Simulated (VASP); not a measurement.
Data:

```
CELL_PARAMETERS angstrom
      0.00000     2.47803     2.47803
      2.47803     0.00000     2.47803
      2.47803     2.47803     0.00000
ATOMIC_POSITIONS crystal
  Eu 0.00000 0.00000 0.00000
  O  0.50000 0.50000 0.50000
```

Computed with optB88-vdW, VASP's PBE PAW potentials (set 64) (plane waves; VASP 6.6.1). Settings: 520 eV cut-off, Gaussian smearing of 0.050 eV, potentials Eu_2 O.

The 4f electrons are frozen in the core of the lanthanide potential, so 4f levels, which can set the real gap, and their magnetism are missing.

Give the energies of bands 5 to 10 at the high-symmetry points, in eV from the valence-band maximum.

| band | Γ | X | U | L | W |
|---|---|---|---|---|---|
| 5 | -0.07 | -0.08 | -1.09 | -2.61 | -1.47 |
| 6 | -0.07 | 0.00 | -0.72 | -1.57 | -0.26 |
| 7 | -0.07 | 0.00 | -0.23 | -1.57 | -0.26 |
| 8 | 4.63 | 2.73 | 4.57 | 6.76 | 6.03 |
| 9 | 6.02 | 8.48 | 8.39 | 9.24 | 6.03 |
| 10 | 6.02 | 10.89 | 9.59 | 9.24 | 9.37 |

The gap is direct, 2.73 eV, from the valence maximum at X to the conduction minimum at X.

The compound is EuO in the rock salt structure. It was relaxed first, which changed the volume by -10 %.
